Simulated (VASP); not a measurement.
All values below come from PBE GGA, VASP's PBE PAW potentials (set 64) (plane waves; VASP).

VASP input:

File KPOINTS:
```
Regular mesh
0
G
 18 18 10
```

File POSCAR:
```
Be
1
    1.1333528341    -1.9630245222     0.0000000000
    1.1333528341     1.9630245222     0.0000000000
    0.0000000000     0.0000000000     3.5574884883
Be
2
Direct
  0.3333330000   0.6666670000   0.2500000000
  0.6666670000   0.3333330000   0.7500000000
```

INCAR:
```
SYSTEM=Be
PREC=Accurate; ENCUT=480; LREAL=.False.
LASPH=.True.
EDIFF=1E-7; NELM=100; ALGO=Normal
ISMEAR=1; SIGMA=0.1
GGA=PE
ISIF=2
LWAVE=.False.; LCHARG=.False.
```

POTCAR, in this order: Be (PBE.64 set). Program: vasp_std.

Task: What does the run give for the energy per atom (σ→0), band gap (on the k-mesh)?

Result: 
| Item | Result |
|---|---|
| energy per atom (σ→0) | -363.2 kJ/mol-atom |
| band gap (on the k-mesh) | none (metal, semimetal or under 0.01 eV) |

File OSZICAR:
```
...
DAV:   6    -0.754785411640E+01    0.46166E-01   -0.61853E-03  3048   0.116E+00    0.746E-01
DAV:   7    -0.752941648050E+01    0.18438E-01   -0.68208E-03  3042   0.121E+00    0.277E-02
DAV:   8    -0.752939517265E+01    0.21308E-04   -0.13559E-05  3840   0.444E-02    0.942E-03
DAV:   9    -0.752939413032E+01    0.10423E-05   -0.27660E-06  3318   0.208E-02    0.948E-04
DAV:  10    -0.752939398008E+01    0.15024E-06   -0.52968E-09  3192   0.820E-04    0.280E-04
DAV:  11    -0.752939385190E+01    0.12819E-06   -0.31125E-09  1740   0.749E-04    0.692E-06
DAV:  12    -0.752939384670E+01    0.51982E-08   -0.14179E-10  1764   0.146E-04
   1 F= -.75293938E+01 E0= -.75293532E+01  d E =-.121914E-03
```

The compound is Be in the hcp structure. It was relaxed first.
